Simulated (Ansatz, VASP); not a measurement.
Two plane-wave programs on Ti3Nb

The input INCAR:

```
ALGO = Normal ; EDIFF = 1E-6
ENCUT = 520 ; ISIF = 2
ISMEAR = 0 ; LASPH = True
LCHARG = False ; LREAL = False
LWAVE = False ; NBANDS = 32
NELM = 100 ; PREC = Accurate
SIGMA = 0.15
```

KPOINTS

```
k-points
0
Gamma
  12 12 12
```

The input POSCAR:

```
Ti3Nb
1.0
    3.8281304077      0.0000000000      0.0000000000
    0.0000000000      3.8281304077      0.0000000000
    0.0000000000      0.0000000000      3.9288706816
Ti Nb
3 1
Direct
    0.0000000000      0.5000000000      0.5000000000
    0.5000000000      0.0000000000      0.5000000000
    0.5000000000      0.5000000000      0.0000000000
    0.0000000000      0.0000000000      0.0000000000
```

Input for Ansatz:

```yaml
crystal:
  lattice:
    - [3.8281304077, 0.0, 0.0]
    - [0.0, 3.8281304077, 0.0]
    - [0.0, 0.0, 3.9288706816]
  atoms:
    - { symbol: Ti, position: [0.0, 0.5, 0.5] }
    - { symbol: Ti, position: [0.5, 0.0, 0.5] }
    - { symbol: Ti, position: [0.5, 0.5, 0.0] }
    - { symbol: Nb, position: [0.0, 0.0, 0.0] }
basis:
  ecutwfc: 420
kpoints:
  mp_grid: { grid: [12, 12, 12] }
hamiltonian:
  xc: lda
scf:
  occupations: { method: gaussian, width: 0.15 }
output:
  forces: true
  stress: true
  eigenvalues: true
```

Change from the starting cell: strain -0.050 along x and y, -0.025 along z, atoms carried along.

Alike in both runs: task single point; functional LDA; k mesh 12 × 12 × 12; occupations gaussian, width 0.15 eV; no spin polarisation.

```csv
,VASP,Ansatz
version,VASP 6.6.1,Ansatz 0.2.0
potentials or method,"VASP PAW LDA potentials, release 64 (Ti_sv, Nb_sv)","scalar-relativistic, plane waves, PAW"
plane-wave cutoff (eV),520,420
valence electrons in the cell,49,49
```

```csv
,VASP,Ansatz,Ansatz less VASP
gap on the k mesh at the Fermi level (eV),none,none,-
pressure (GPa),21.7,22.0,+0.26
largest component of the traceless stress (GPa),1.15,1.16,+0.011
```

A gap of «none» marks a metal or a gap that the smearing closes.

Caveats: so large a pressure means that the cell lies far from this level's equilibrium, or that cutoff or potentials fall short (VASP).
